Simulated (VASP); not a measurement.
OSZICAR of a VASP run on SnSe₂ (1T layered):

File OSZICAR:
```
       N       E                     dE             d eps       ncg     rms          rms(c)
DAV:   1     0.200943692536E+03    0.20094E+03   -0.12404E+04   953   0.171E+03
DAV:   2     0.149553122286E+02   -0.18599E+03   -0.18283E+03  1033   0.386E+02
DAV:   3    -0.579477524384E+01   -0.20750E+02   -0.19865E+02  1234   0.122E+02
DAV:   4    -0.646391525328E+01   -0.66914E+00   -0.66835E+00  1125   0.225E+01
DAV:   5    -0.647869378557E+01   -0.14779E-01   -0.14776E-01  1479   0.358E+00    0.433E+00
DAV:   6    -0.622764341527E+01    0.25105E+00   -0.70827E-01  1398   0.843E+00    0.279E+00
DAV:   7    -0.621803924087E+01    0.96042E-02   -0.13423E-01  1124   0.236E+00    0.990E-01
DAV:   8    -0.621828428994E+01   -0.24505E-03   -0.97394E-03  1196   0.935E-01    0.258E-01
DAV:   9    -0.621864895028E+01   -0.36466E-03   -0.12719E-03  1133   0.307E-01    0.752E-02
DAV:  10    -0.621864074252E+01    0.82078E-05   -0.11758E-04  1239   0.803E-02    0.291E-02
DAV:  11    -0.621865566866E+01   -0.14926E-04   -0.30134E-05  1048   0.403E-02    0.114E-02
DAV:  12    -0.621865489557E+01    0.77310E-06   -0.17851E-06  1342   0.111E-02    0.585E-03
DAV:  13    -0.621865472136E+01    0.17421E-06   -0.53428E-07  1027   0.499E-03    0.120E-03
DAV:  14    -0.621865478752E+01   -0.66160E-07   -0.19403E-08   556   0.120E-03
   1 F= -.62186548E+01 E0= -.62186548E+01  d E =-.621865E+01
       N       E                     dE             d eps       ncg     rms          rms(c)
DAV:   1    -0.622023643775E+01   -0.15817E-02   -0.10866E-01   953   0.149E+00    0.909E-02
DAV:   2    -0.622067313103E+01   -0.43669E-03   -0.50857E-03  1194   0.362E-01    0.266E-02
DAV:   3    -0.622066448175E+01    0.86493E-05   -0.55364E-05  1093   0.523E-02    0.191E-02
DAV:   4    -0.622066335526E+01    0.11265E-05   -0.13538E-05  1218   0.230E-02    0.777E-03
DAV:   5    -0.622066441194E+01   -0.10567E-05   -0.24178E-06  1061   0.107E-02    0.264E-03
DAV:   6    -0.622066457186E+01   -0.15992E-06   -0.10707E-07   741   0.290E-03    0.135E-03
DAV:   7    -0.622066453158E+01    0.40281E-07   -0.61302E-08   512   0.238E-03
   2 F= -.62206645E+01 E0= -.62206645E+01  d E =-.200974E-02
       N       E                     dE             d eps       ncg     rms          rms(c)
DAV:   1    -0.622098967780E+01   -0.32511E-03   -0.20654E-01   952   0.206E+00    0.126E-01
DAV:   2    -0.622181967379E+01   -0.83000E-03   -0.96789E-03  1190   0.500E-01    0.367E-02
DAV:   3    -0.622180252246E+01    0.17151E-04   -0.10530E-04  1092   0.724E-02    0.264E-02
DAV:   4    -0.622179953284E+01    0.29896E-05   -0.26028E-05  1227   0.321E-02    0.107E-02
DAV:   5    -0.622180096627E+01   -0.14334E-05   -0.46456E-06  1048   0.149E-02    0.366E-03
DAV:   6    -0.622180119205E+01   -0.22578E-06   -0.20833E-07   989   0.401E-03    0.191E-03
DAV:   7    -0.622180113157E+01    0.60480E-07   -0.11375E-07   538   0.306E-03
   3 F= -.62218011E+01 E0= -.62218011E+01  d E =-.314634E-02
       N       E                     dE             d eps       ncg     rms          rms(c)
DAV:   1    -0.622579326037E+01   -0.39921E-02   -0.19036E-01   952   0.300E+00    0.324E-01
DAV:   2    -0.622398028444E+01    0.18130E-02   -0.11201E-02  1055   0.110E+00    0.184E-01
DAV:   3    -0.622302346424E+01    0.95682E-03   -0.18665E-03  1158   0.448E-01    0.748E-02
DAV:   4    -0.622293419479E+01    0.89269E-04   -0.34019E-04  1087   0.200E-01    0.201E-02
DAV:   5    -0.622293216365E+01    0.20311E-05   -0.48149E-05  1410   0.587E-02    0.770E-03
DAV:   6    -0.622293223053E+01   -0.66879E-07   -0.53330E-06  1053   0.244E-02    0.219E-03
DAV:   7    -0.622293224828E+01   -0.17752E-07   -0.50463E-07  1087   0.828E-03
   4 F= -.62229322E+01 E0= -.62229322E+01  d E =-.113112E-02
       N       E                     dE             d eps       ncg     rms          rms(c)
DAV:   1    -0.623046097960E+01   -0.75287E-02   -0.44570E-01   952   0.459E+00    0.496E-01
DAV:   2    -0.622617435759E+01    0.42866E-02   -0.26307E-02  1055   0.160E+00    0.282E-01
DAV:   3    -0.622393300094E+01    0.22414E-02   -0.43649E-03  1159   0.617E-01    0.115E-01
DAV:   4    -0.622371447842E+01    0.21852E-03   -0.76162E-04  1105   0.306E-01    0.305E-02
DAV:   5    -0.622370886099E+01    0.56174E-05   -0.10570E-04  1416   0.880E-02    0.116E-02
DAV:   6    -0.622370894064E+01   -0.79647E-07   -0.12717E-05  1063   0.384E-02    0.327E-03
DAV:   7    -0.622370898566E+01   -0.45015E-07   -0.12130E-06  1085   0.129E-02    0.170E-03
DAV:   8    -0.622370895456E+01    0.31097E-07   -0.11495E-07   624   0.457E-03
   5 F= -.62237090E+01 E0= -.62237090E+01  d E =-.190782E-02
```

### Question
Which electronic solver shows in the log?

### Answer
It is blocked Davidson (ALGO = Normal, or the opening steps of other solvers). The INCAR had ALGO = Normal.

### Question
Can the final energy be trusted as converged?

### Answer
The run converged. It stopped with EDIFF = 1E-7, NELM = 100, NSW = 30 and EDIFFG = -0.01 after 5 ionic steps (rev-vdW-DF2, plane waves, VASP's PBE PAW potentials (set 64)).

The compound is SnSe2 in the 1T layered structure. This cell is one point of a volume scan, at 1.03 of the reference volume. Symmetry was kept, so distortions that lower it aren't found.
